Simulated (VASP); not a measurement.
Write the native input for VASP 6.6.1 that does the following.

- Task: relaxation of cell and atoms
- Functional: PBE
- Potentials or basis: VASP PAW PBE potentials, release 64 (Ga_d, P, N)
- Cutoff: 520 eV
- k mesh: 8 × 8 × 4
- Occupations: gaussian, width 0.1 eV
- Spin: no spin polarisation
- Further INCAR settings: ALGO = Normal; EDIFF = 1e-06; IBRION = 2; EDIFFG = -0.01; NSW = 90; ISIF = 3

The structure of Ga2PN lies in POSCAR:

```
Ga2PN
1.0
    3.6050000000      0.0000000000      0.0000000000
    0.0000000000      3.6050000000      0.0000000000
    0.0000000000      0.0000000000      9.7660000000
Ga P N
4 2 2
Direct
    0.0000000000      0.0000000000      0.2976653700
    0.0000000000      0.0000000000      0.7023346300
    0.5000000000      0.5000000000      0.5000000000
    0.5000000000      0.5000000000      0.0000000000
    0.0000000000      0.5000000000      0.8516281000
    0.5000000000      0.0000000000      0.1483719000
    0.0000000000      0.5000000000      0.4027237400
    0.5000000000      0.0000000000      0.5972762600
```

The cell was built by a generator and needn't be a form met in nature.

The input as run:

INCAR

```
SYSTEM = Ga2PN
ALGO = Normal
EDIFF = 1E-6
EDIFFG = -0.01
ENCUT = 520
GGA = PE
IBRION = 2
ISIF = 3
ISMEAR = 0
KPAR = 4
LASPH = .True.
LCHARG = .False.
LREAL = .False.
LWAVE = .False.
NELM = 120
NSW = 90
PREC = Accurate
SIGMA = 0.1
```

KPOINTS

```
k-points
0
Gamma
  8 8 4
  0 0 0
```

Potentials or basis: VASP PAW PBE potentials, release 64 (Ga_d, P, N).

Command:

```bash
$ cat potpaw_PBE.64/Ga_d/POTCAR potpaw_PBE.64/P/POTCAR potpaw_PBE.64/N/POTCAR > POTCAR
$ mpirun -np 4 vasp_std > vasp.out
```

It gave:

The relaxed volume is 15.86 Å³/atom, the relaxed cell is a = 3.585 Å, b = 3.585 Å, c = 9.874 Å, α = 90.00°, β = 90.00°, γ = 90.00° and the space group after relaxing (to 0.05 Å) is P-4m2 (No. 115). The energy gained by relaxing is 0.8 meV/atom, the ionic steps are 13 and the pressure after relaxing is 0.0 GPa. The largest force after relaxing is 0.008 eV/Å and the band gap on the k mesh is 0.42 eV, direct.

It took 5.5 min on 4 MPI ranks on AMD EPYC 9R14 (Zen 4), on a shared host, peak memory 0.36 GiB a rank.
